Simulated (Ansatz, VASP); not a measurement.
# KBr in two plane-wave programs, part 2 of 2

One calculation is typed for both programs; each brings its own data sets. How far apart do they land? The cell is taken from a series of runs on this material, whose earlier steps may have relaxed, scaled, displaced or heated it; both programs get it as it stands.

VASP 6.6.1 and Ansatz 0.2.0.

So far: Starting point; VASP: zone-centre phonons, PBE.

**3. Ansatz: zone-centre phonons, PBE**

Level of this step: Ansatz beside VASP: Kohn-Sham DFT, plane waves, PBE (Ansatz).

Ansatz runs on its PAW soft_1 files.

The same cell, functional and mesh now go to Ansatz, which takes its cutoff from its data sets.

input.yaml

```yaml
crystal:
  lattice:
    - [0.0, 3.3528531246, 3.3528531246]
    - [3.3528531246, 0.0, 3.3528531246]
    - [3.3528531246, 3.3528531246, 0.0]
  atoms:
    - { symbol: K, position: [0.0, 0.0, 0.0] }
    - { symbol: Br, position: [0.5, 0.5, 0.5] }
kpoints:
  mp_grid: { grid: [8, 8, 8] }
hamiltonian:
  xc: pbe
  pseudopotentials: { kind: paw, azcp: { folder: soft_1 } }
scf:
  occupations: { method: fixed }
output:
  eigenvalues: true
phonons:
  method: dfpt
  dielectric: true
  rigid_motions: translations
```

Launch:

```
ansatz run input.yaml --threads 4 --pin off --max-ram 10240MiB --backend cpu --events-out ev --progress --plain --runs-dir out
```

Numbers of over 12 decimals in the logs are rounded to 6 here.

Output:

```text
Engine: ansatz 0.2.0, aarch64-unknown-linux-gnu
Pseudopotentials: kind: paw
Pseudopotential: K, paw, valence charge 9, recommended cutoff 420 eV (normal), soft_1/K.paw.azcp
Pseudopotential: Br, paw, valence charge 7, recommended cutoff 420 eV (normal), soft_1/Br.paw.azcp
Functional definition: PBE
  parameter kappa = 0.804
  parameter beta = 0.066725
  exchange = pbe_x(kappa = kappa, mu = beta*pi^2/3)
  correlation = pbe_c(beta = beta)
Crystal: 2 atoms, lattice volume = 75.383 Å³
Basis set: ecut = 420 eV, 1459 PW (Γ), exchange–correlation on 64×64×64 points (8 copies of the dense FFT grid, shifted against one another)
Bands: 12, of which v1, the nominal top of the filled ones, is band 8 counted from 1 (7 counted from 0)
Symmetry: 48 space group operations
k-points: 59 of 512 (irreducible under 8 space group operations, time reversal used)
Non-local potential: K, projectors of the file, l = 0: 3, l = 1: 2, l = 2: 2
Non-local potential: Br, projectors of the file, l = 0: 2, l = 1: 2, l = 2: 2
PAW form: soft (Blöchl's): semilocal exchange-correlation on the pseudo side does not see the compensation charge
PAW one-centre angular grid: K, 110 points (default); XC on 64 Gauss nodes
PAW one-centre angular grid: Br, 110 points (default); XC on 64 Gauss nodes
Initial density: superposition of atomic densities (chi_scale 0.1, normalization cell, long waves kept (reshape's long-wave potential 0.00 eV rms))
Initial wavefunctions: pseudopotential atomic-orbital guess
Functional: x = pbe(κ = 0.804, μ = 0.219515), c = pbe(β = 0.066725)
SCF iter   1: F=—  HF=-4325.184701 eV  |F-HF|=—  |Δ(HF+E_count)|=         —  Δρ=3.49e-2  dr2=1.52e0  ethr=3.10e-3  ⟨swp⟩=4.5  Hψ=3845  notcnv=0  defer=88
preconditioner: auto → none  [insulator: Δε(μ)=3.250 eV  Ē_g=14.672 eV  n_scr=14 (ndim 8)  ℏωp=16.0 eV  f_vac=0.000  ε∞_Penn≈2.2]
SCF iter   2: F=—  HF=-4324.520034 eV  |F-HF|=—  |Δ(HF+E_count)|=   6.65e-1  Δρ=8.21e-3  dr2=7.65e-2  ethr=3.10e-3  ⟨swp⟩=3.0  Hψ=2000  notcnv=0  defer=110
SCF iter   3: F=—  HF=-4324.513033 eV  |F-HF|=—  |Δ(HF+E_count)|=   7.00e-3  Δρ=3.79e-3  dr2=1.04e-2  ethr=4.78e-4  ⟨swp⟩=2.4  Hψ=1089  notcnv=0  defer=116
SCF iter   4: F=—  HF=-4324.517742 eV  |F-HF|=—  |Δ(HF+E_count)|=   4.71e-3  Δρ=1.45e-3  dr2=2.70e-3  ethr=6.47e-5  ⟨swp⟩=2.6  Hψ=978  notcnv=0  defer=116
SCF iter   5: F=—  HF=-4324.518505 eV  |F-HF|=—  |Δ(HF+E_count)|=   7.63e-4  Δρ=2.82e-4  dr2=1.11e-4  ethr=1.69e-5  ⟨swp⟩=3.0  Hψ=1301  notcnv=0  defer=116
SCF iter   6: F=—  HF=-4324.518588 eV  |F-HF|=—  |Δ(HF+E_count)|=   8.36e-5  Δρ=3.14e-5  dr2=1.20e-6  ethr=6.93e-7  ⟨swp⟩=2.3  Hψ=1241  notcnv=0  defer=116
SCF iter   7: F=—  HF=-4324.518590 eV  |F-HF|=—  |Δ(HF+E_count)|=   1.32e-6  Δρ=2.58e-6  dr2=5.67e-9  ethr=7.48e-9  ⟨swp⟩=2.0  Hψ=1094  notcnv=0  defer=21
SCF iter   8: F=-4324.518590 eV  HF=-4324.518590 eV  |F-HF|=3.18e-11  |Δ(HF+E_count)|=   6.83e-9  Δρ=2.20e-7  dr2=1.77e-11  ethr=1.00e-12  ⟨swp⟩=8.0  Hψ=5576  notcnv=0
SCF 1 converged in 8 iterations: F = -4324.518590 eV  dr2 = 1.77e-11
  greatest PAW one-centre occupation: 0.987 electrons in one spin orbital (limit 2), on the K atom at site 0 (counted from 0), in its partial waves of l = 0
DFPT response loops at Γ: preconditioner auto → none (the input reference at scf.mixing.eps_inf says where Resta's filter doesn't serve); β = 0.50; Broyden in place of MSR1
SCF converged after 8 iterations
Free energy (F): -4324.518590 eV
Harris-Foulkes:  -4324.518590 eV  (|F-HF|=3.18e-11)
Internal energy: -4324.518590 eV  (E = F + TS)
E sigma→0 (E₀):  -4324.518590 eV
Fermi energy:    0.763690 eV
--- Per-component energies (eV) ---
  E_band       = -138.863716
  E_kinetic    = 386.956822
  E_local      = -838.442703  (includes V_loc(G=0)·N_el)
  E_nonlocal   = 63.935651
  E_hartree    = 279.118132
  E_xc         = -333.092717
  E_vxc        = -275.182740  (∫ρ·V_xc dr)
  E_paw        = -3095.618601  (= ΣΔE_a)
  E_vpaw       = -34.366949  (= ΣTr[D̂ρ^β])
  E_aug_tail   = -0.000006  (compensation charges beyond the density's cutoff)
  E_ewald      = -787.375168
  E_smearing   = -0.000000  (= −TS)
  E_closure    = -0.000000  (closes the sum)
  Σ components = -4324.518590   (vs F -4324.518590, Δ=0.00e0)
--- Band table (eV; the first three rows and the last of 59) ---
  k-point 0: bands = [... 4 lower, -10.5903, 0.7637, 0.7637, 0.7637, 5.0744, 8.3534, 8.3534, 8.3534]
  k-point 1: bands = [... 4 lower, -10.5524, 0.5588, 0.7174, 0.7174, 5.4474, 8.2475, 8.5291, 8.5291]
  k-point 2: bands = [... 4 lower, -10.4685, 0.1459, 0.6100, 0.6100, 6.2858, 8.1983, 9.0190, 9.0190]
  k-point 58: bands = [... 4 lower, -10.5019, 0.2155, 0.2155, 0.2744, 8.0933, 8.0933, 8.8369, 9.5593]
--- Phonons (Γ-DFPT): 2 representative perturbations + reference, on 59 of 512 k-points (Σ response iterations 6) ---
  k mesh reduced under 8 symmetry operations, with k and −k counted as one. Each operation leaves every solved perturbation unchanged. A smaller set is not considered because the run solves the response to a homogeneous field
  ASR residual: 2.251e-4 → 0.000e0 eV/Å²; symmetrization residual: 2.923e-6 eV/Å²
  ASR residual per site (eV/Å²): 3.55e-5 2.25e-4
  Γ frequencies (cm⁻¹): 0.00 0.00 0.00 100.25 100.25 100.25
  ε∞ (high-frequency dielectric tensor):
        2.497779    -0.000000    -0.000000
        0.000000     2.497779    -0.000000
        0.000000     0.000000     2.497779
  ε⁰ (static dielectric tensor: ions relaxed, cell fixed):
        5.687993    -0.000000    -0.000000
       -0.000000     5.687993    -0.000000
       -0.000000     0.000000     5.687993
  ε⁰ − ε∞ (ionic part):
        3.190214    -0.000000    -0.000000
       -0.000000     3.190214     0.000000
       -0.000000     0.000000     3.190214
  softest optical mode at Γ: 100.25 cm⁻¹; the repairs (sum rule, projections) moved no ω² at Γ by more than (0.94 cm⁻¹)²
  Born effective charges Z* (e; rows j = field, columns β = displacement):
    site 0:
         1.13555   -0.00000    0.00000
        -0.00000    1.13555   -0.00000
        -0.00000   -0.00000    1.13555
    site 1:
        -1.13555    0.00000    0.00000
         0.00000   -1.13555    0.00000
         0.00000    0.00000   -1.13555
  Z* charge neutrality: 1.770e-6 e pre-enforcement
  k-mesh period / interband length: 37.9 Å / 1.40 Å = 27.13 at k = (0.0000, 0.0000, 0.0000), direct gap 4.311 eV — 14 or more, which is no proof of convergence
  optical modes at Γ without the LO–TO term, one row a degenerate level:
      ω (cm⁻¹)  modes    IR ((D/Å)²/amu)
        100.25      3             3.3996
  optical modes at Γ + LO–TO along q̂ = [1.0000, 0.0000, 0.0000]:
      ω (cm⁻¹)  modes    IR ((D/Å)²/amu)
        100.25      2             2.2664
        151.28      1             1.1332
  optical modes at Γ + LO–TO along q̂ = [0.0000, 1.0000, 0.0000]:
      ω (cm⁻¹)  modes    IR ((D/Å)²/amu)
        100.25      2             2.2664
        151.28      1             1.1332
  optical modes at Γ + LO–TO along q̂ = [0.0000, 0.0000, 1.0000]:
      ω (cm⁻¹)  modes    IR ((D/Å)²/amu)
        100.25      2             2.2664
        151.28      1             1.1332
```

In the SCF lines HF is the Harris–Foulkes energy and dr2 the Hartree energy of the density residual, in eV; the loop may stop once dr2 is under the threshold and the program's other checks hold. Hψ counts applications of the Hamiltonian.

**4. Differences**

Known differences besides the potentials themselves: fixed occupations in Ansatz, narrow Gaussian smearing in VASP; the cutoff is 420 eV in Ansatz and 500 eV in VASP. Total energies have different zeros and are not compared.

Compared:

```
                                     quantity  Ansatz   VASP  difference
                                        ε∞ xx    2.50   2.50     +0.01 %
                                        ε∞ yy    2.50   2.50     +0.01 %
                                        ε∞ zz    2.50   2.50     +0.01 %
 Born charge of K1 (mean of the diagonal) (e)    1.14   1.14        0.00
Born charge of Br2 (mean of the diagonal) (e)   -1.14  -1.14        0.00
                   optical mode 1 to 3 (cm⁻¹)   100.2  101.1     -0.85 %
```

Modes are paired by rising frequency, not by their patterns, so a pair may set unlike modes beside each other; they are those without the splitting of longitudinal modes.

**5. Outcome**

```json
{
  "r.m.s. difference of the optical zone-centre modes, each program's sorted by frequency (zone-centre phonons, PBE)": "0.86 cm⁻¹",
  "difference in optical mode 1 to 3 (zone-centre phonons, PBE)": "-0.8 %"
}
```

**Reading.** The r.m.s. difference of the optical zone-centre modes, each program's sorted by frequency is 0.86 cm⁻¹ (zone-centre phonons, PBE). Among the rows given in per cent, the largest difference of the zone-centre phonons, PBE pair is in optical mode 1 to 3, -0.8 %. Such differences can come from data sets, numerical settings and the points named under the comparisons, not from the functional's error against experiment.

[Lines on the potential files, build, host, timing and source positions are cut from VASP's logs without a mark.]

[Logs are printed without paths, hosts, clocks, repeated set-up lines and the standing remarks that a program may print on its own settings, such as how far it seeks lower states.]

[Hosts, paths, dates, database ids (printed as entryN), source tags and the programs' standing remarks are cut or masked in the printed files.]
